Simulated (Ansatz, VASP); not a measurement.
**One calculation of Be3SnN, two programs**

```
Be Sn N
1.0
     4.48382    0.00000    0.00000
     0.00000    4.48382    0.00000
     0.00000    0.00000    4.48382
Be Sn N
3 1 1
Direct
  0.00000 0.50000 0.50000
  0.50000 0.00000 0.50000
  0.50000 0.50000 0.00000
  0.50000 0.50000 0.50000
  0.00000 0.00000 0.00000
```

Alike in both runs: task relaxation of cell and atoms; functional PBE; k mesh 8 × 8 × 8; occupations fermi-dirac, width 0.15 eV; no spin polarisation.

```csv
,VASP,Ansatz
version,VASP 6.6.1,Ansatz 0.2.0
potentials or method,"VASP PAW PBE potentials, release 64 (Be, Sn_d, N)","scalar-relativistic, plane waves, PAW"
plane-wave cutoff (eV),600,420
valence electrons in the cell,25,25
```

|  | VASP | Ansatz | Ansatz less VASP |
| --- | --- | --- | --- |
| gap on the k mesh at the Fermi level, each at its own relaxed structure (eV) | none | none | - |
| relaxed volume (Å³/atom) | 18.08 | 18.10 | +0.022 |
| relaxed cell length with the largest relative difference (Å) | 4.488 | 4.490 | +0.0018 |

A gap of «none» marks a metal or a gap that the smearing closes.
